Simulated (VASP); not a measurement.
HfZrSe3:

```
CELL_PARAMETERS angstrom
3.70000 0.00000 0.00000
-1.85000 3.20429 0.00000
0.00000 0.00000 9.74000
ATOMIC_POSITIONS crystal
Zr 0.33333 0.66667 0.48000
Hf 0.00000 0.00000 0.15500
Se 0.33333 0.66667 0.00000
Se 0.66667 0.33333 0.31000
Se 0.66667 0.33333 0.65000
```

The cell was built by a generator and needn't be a form met in nature.

| Property | Result |
| --- | --- |
| Program | VASP 6.6.1 |
| Task | relaxation of cell and atoms |
| Functional | PBE |
| Potentials or basis | VASP PAW PBE potentials, release 64 (Zr_sv, Hf_pv, Se) |
| Cutoff | 520 eV |
| k mesh | 4 × 4 × 2 |
| Occupations | gaussian, width 0.15 eV |
| Spin | no spin polarisation |

At the start: pressure 5.6 GPa; volume 23.10 Å³/atom.

Problem. Where does the relaxation end?

Solution. Over 6 steps the energy falls by 32.4 meV/atom and the volume is 24.50 Å³/atom (+6.1 %); space group P3m1 (No. 156, to 0.05 Å).

The path:
```tsv
step	energy change (eV)	largest force (eV/Å)	pressure (GPa)	volume (Å³)
1	0.0000	1.0215	5.61	115.48
2	-0.0044	0.9744	-5.10	129.52
3	-0.1332	0.5613	-0.39	122.27
4	-0.1558	0.1772	-0.14	122.38
5	-0.1584	0.0539	0.02	122.44
6	-0.1622	0.0314	-0.06	122.52
```

Final structure:
```xyz
5
Lattice="3.7621 0.0000 0.0000 -1.8810 3.2580 0.0000 0.0000 0.0000 9.9962" Properties=species:S:1:pos:R:3 pbc="T T T"
Zr    0.0000    2.1720    4.8504
Hf    3.7621    0.0000    1.5274
Se    0.0000    2.1720    9.9606
Se    1.8810    1.0860    3.1448
Se    1.8810    1.0860    6.4569
```

Caveat: the k mesh is coarse (spacing up to 0.49 Å⁻¹), so the values aren't converged; this functional lacks dispersion, which binds the layers, so the pressure and a relaxed spacing across them are unreliable.
